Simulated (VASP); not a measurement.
Here is a VASP 6.6.1 calculation.

Contents of INCAR:

```
SYSTEM = Os
  ALGO = Normal
  EDIFF = 1E-7
  EDIFFG = -0.002
  ENCUT = 520
  IBRION = 2
  ISIF = 4
  ISMEAR = 0
  LASPH = .True.
  LCHARG = .False.
  LMIXTAU = .True.
  LREAL = .False.
  LWAVE = .False.
  METAGGA = R2SCAN
  NELM = 60
  NSW = 80
  PREC = Accurate
  SIGMA = 0.1
```

Contents of KPOINTS:

```
k-points
0
Gamma
  18 18 10
  0 0 0
```

File POSCAR:

```
Os                                      
1.0
    2.7921680166      0.0000000000      0.0000000000
   -1.3960840084      2.4180884377      0.0000000000
    0.0000000000      0.0000000000      4.4102909181
  Os            
     2
Direct
     0.3333333300000021    0.6666666699999979    0.2500000000000000
     0.6666666699999979    0.3333333300000021    0.7500000000000000
```

Potentials or basis: VASP PAW PBE potentials, release 64 (Os).

Run with:

```sh
$ cat potpaw_PBE.64/Os/POTCAR > POTCAR
$ mpirun -np 1 vasp_std > vasp.out
```

Task: Estimate the band gap on the k mesh.

Result: None (metal or under the smearing width).

Final structure:
```
CELL_PARAMETERS angstrom
2.79544 0.00000 0.00000
-1.39772 2.42092 0.00000
0.00000 0.00000 4.39998
ATOMIC_POSITIONS crystal
Os 0.33333 0.66667 0.25000
Os 0.66667 0.33333 0.75000
```

 Spin-orbit coupling is left out, which matters for the levels of Os.
